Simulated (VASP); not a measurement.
Data:

```yaml
crystal:
  lattice:
    - [-1.46138, 1.46138, 1.46138]
    - [1.46138, -1.46138, 1.46138]
    - [1.46138, 1.46138, -1.46138]
  atoms:
    - { symbol: V, position: [0.00000, 0.00000, 0.00000] }
```

All values below come from r2SCAN meta-GGA, VASP's PBE PAW potentials (set 64) (plane waves; VASP). Settings: 520 eV cut-off, 17×17×17 Γ-centred mesh, first-order Methfessel-Paxton smearing of 0.10 eV, potentials V_sv.

### Question
What does the run give for the energy per atom (σ→0), pressure, band gap (on the k-mesh) with the smallest direct gap where there is one?

### Answer

```
Property                                                     Value
------------------------  ----------------------------------------
band gap (on the k-mesh)  none (metal, semimetal or under 0.01 eV)
energy per atom (σ→0)                              -14.091 eV/atom
pressure                                                 14.29 GPa
```

Only differences to runs with the same potentials and settings are physical.

The compound is V in the bcc structure. This cell is one point of a volume scan, at 0.94 of the reference volume. The run is not spin-polarised, so no magnetic state was tried.
